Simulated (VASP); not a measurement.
Input:

```xyz
8
Lattice="6.2294 0.0000 0.0000 0.0000 6.2294 0.0000 0.0000 0.0000 6.2294" Properties=species:S:1:pos:R:3 pbc="T T T"
Mg     0.0000     0.0000     0.0000
Mg     3.1147     3.1147     0.0000
Mg     3.1147     0.0000     3.1147
Te     1.4283     1.6864     1.6864
Te     4.8012     4.5430     1.6864
Te     4.8012     1.6864     4.5430
Te     1.4283     4.5430     4.5430
Be     0.0000     3.1147     3.1147
```

These are PBEsol GGA, VASP's PBE PAW potentials (set 64) (plane waves; VASP) values and carry that method's errors. Numerical set-up: 400 eV cut-off, 4×4×4 Γ-centred mesh, tetrahedra with Blöchl corrections, potentials Mg Te Be.

The cores are frozen, which limits the accuracy of field gradients.

Task: Give the principal components of the electric field gradient (V/Å²) and the asymmetry η at each nucleus.

Result: 
```
atom    Vxx    Vyy    Vzz     η
----  -----  -----  -----  ----
Mg1    -3.5   -3.5    7.0  0.00
Mg2    -3.5   -3.5    7.0  0.00
Mg3    -3.5   -3.5    7.0  0.00
Te4   -57.9  -57.9  115.9  0.00
Te5   -57.9  -57.9  115.9  0.00
Te6   -57.9  -57.9  115.9  0.00
Te7   -57.9  -57.9  115.9  0.00
Be8     0.0    0.0    0.0     -
```

The structure was generated: BeMg3Te4 was put into an ordered model structure (P-43m), which need not be its known phase. It was relaxed first.
